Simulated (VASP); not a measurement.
These are HSE06 screened hybrid (exact exchange on a k-mesh reduced by 3x3x1), VASP's PBE PAW potentials (set 64) (plane waves; VASP) values and carry that method's errors.

The input files of a VASP run:

File POSCAR:
```
WSe2 monolayer
1.0
  3.3212407416   0.0000000000   0.0000000000
 -1.6606203707   2.8762786607   0.0000000000
  0.0000000000   0.0000000000  21.5632068362
W Se
1 2
direct
  0.6666670000   0.3333330000   0.5000000000
  0.3333330000   0.6666670000   0.5779082896
  0.3333330000   0.6666670000   0.4220917104
```

**KPOINTS**
```
Automatic
0
Gamma
 12 12 1
0 0 0
```

INCAR:
```
# general
SYSTEM  =WSe2 monolayer
PREC    =Normal
ENCUT   =400   # plane-wave cut-off (eV)
LREAL   =.FALSE.
LASPH   =.TRUE.
ISYM    =3

# electronic loop
EDIFF   =1E-5
NELM    =50
NELMIN  =4
ALGO    =Normal   # blocked Davidson
LMAXMIX =6

# smearing
ISMEAR  =0
SIGMA   =0.05   # width (eV)

# functional
GGA     =PE   # PBE
LHFCALC =.TRUE.
AEXX    =0.25
HFSCREEN=0.2   # 1/Angstrom
PRECFOCK=Fast

# ions
ISIF    =0

# output
LWAVE   =.FALSE.
LCHARG  =.FALSE.
LVHAR   =.TRUE.

# other
NKREDX  =3
NKREDY  =3
```

POTCAR, in this order: W_sv Se (PBE.64 set). Program: vasp_std. Read from the step before: WAVECAR.

What VASP printed:

### OSZICAR
```
       N       E                     dE             d eps       ncg     rms          rms(c)
DAV:   1    -0.258447475599E+02   -0.25845E+02   -0.74332E-01   740   0.709E+00    0.283E+00
DAV:   2    -0.258364218354E+02    0.83257E-02   -0.78332E-02   686   0.271E+00    0.165E+00
DAV:   3    -0.258372429120E+02   -0.82108E-03   -0.78474E-03   803   0.645E-01    0.890E-01
DAV:   4    -0.258360972234E+02    0.11457E-02   -0.26462E-03   685   0.342E-01    0.483E-01
DAV:   5    -0.258361043831E+02   -0.71597E-05   -0.80737E-04   755   0.155E-01    0.248E-01
DAV:   6    -0.258360482791E+02    0.56104E-04   -0.16816E-04   691   0.993E-02    0.135E-01
DAV:   7    -0.258360506833E+02   -0.24042E-05   -0.28888E-05   620   0.338E-02
   1 F= -.25836051E+02 E0= -.25836051E+02  d E =-.450249E-11
```

File OUTCAR:
```
------------------------ aborting loop because EDIFF is reached ----------------------------------------
  volume of cell :      205.99
      direct lattice vectors                 reciprocal lattice vectors
     3.321240742  0.000000000  0.000000000     0.301092296  0.173835730  0.000000000
    -1.660620371  2.876278661  0.000000000     0.000000000  0.347671460  0.000000000
     0.000000000  0.000000000 21.563206836     0.000000000  0.000000000  0.046375291
 POSITION                                       TOTAL-FORCE (eV/Angst)
 -----------------------------------------------------------------------------------
      1.66062      0.95876     10.78160        -0.000000      0.000000      0.000000
     -0.00000      1.91752     12.46156         0.000000      0.000000     -0.606210
     -0.00000      1.91752      9.10165         0.000000      0.000000      0.606210
 -----------------------------------------------------------------------------------
    total drift:                               -0.000814      0.000463     -0.000000
  FREE ENERGIE OF THE ION-ELECTRON SYSTEM (eV)
  ---------------------------------------------------
  free  energy   TOTEN  =       -25.8360506833 eV

  energy  without entropy=      -25.8360506833  energy(sigma->0) =      -25.83605068

  exchange ACFDT corr.  =         0.00000000  see jH, gK, PRB 81, 115126
```
(Selected blocks of OUTCAR.)

Exact exchange is summed on a reduced mesh (NKRED).

The cell is a sheet with vacuum, built from WSe2 (2H layered). The cell's shape comes from a PBE relaxation.
